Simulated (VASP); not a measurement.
The system is TiB2.

```
Ti B
1.0
     3.02593    0.00000    0.00000
    -1.51296    2.62053    0.00000
     0.00000    0.00000    3.22877
Ti B
1 2
Cartesian
  0.0000 0.0000 0.0000
  0.0000 1.7470 1.6144
  1.5130 0.8735 1.6144
```

The cell is a database's computed one.

* Program: VASP 6.6.1
* Task: relaxation of cell and atoms
* Functional: PBE
* Dispersion: D3(BJ)
* Potentials or basis: VASP PAW PBE potentials, release 64 (Ti_sv, B)
* Cutoff: 600 eV
* k mesh: 15 × 15 × 14
* Occupations: gaussian, width 0.1 eV
* Spin: no spin polarisation

At the start: pressure -7.1 GPa; volume 8.53 Å³/atom.

How do energy, volume and symmetry change on relaxing?

Over 4 steps the energy falls by 5.8 meV/atom and the volume is 8.29 Å³/atom (-2.9 %); space group P6/mmm (No. 191, to 0.05 Å).

Step by step:
| step | energy change (eV) | largest force (eV/Å) | pressure (GPa) | volume (Å³) |
| --- | --- | --- | --- | --- |
| 1 | 0.0000 | 0.0000 | -7.13 | 25.60 |
| 2 | -0.0016 | 0.0000 | 7.66 | 24.22 |
| 3 | -0.0167 | 0.0000 | 0.10 | 24.88 |
| 4 | -0.0174 | 0.0000 | -0.01 | 24.87 |

Final structure:
```xyz
3
Lattice="3.0042 0.0000 0.0000 -1.5021 2.6017 0.0000 0.0000 0.0000 3.1820" Properties=species:S:1:pos:R:3 pbc="T T T"
Ti    3.0042    0.0000    3.1820
B     0.0000    1.7345    1.5910
B     1.5021    0.8672    1.5910
```

Caveat: pairwise dispersion overbinds metals, which lowers pressure and volume.
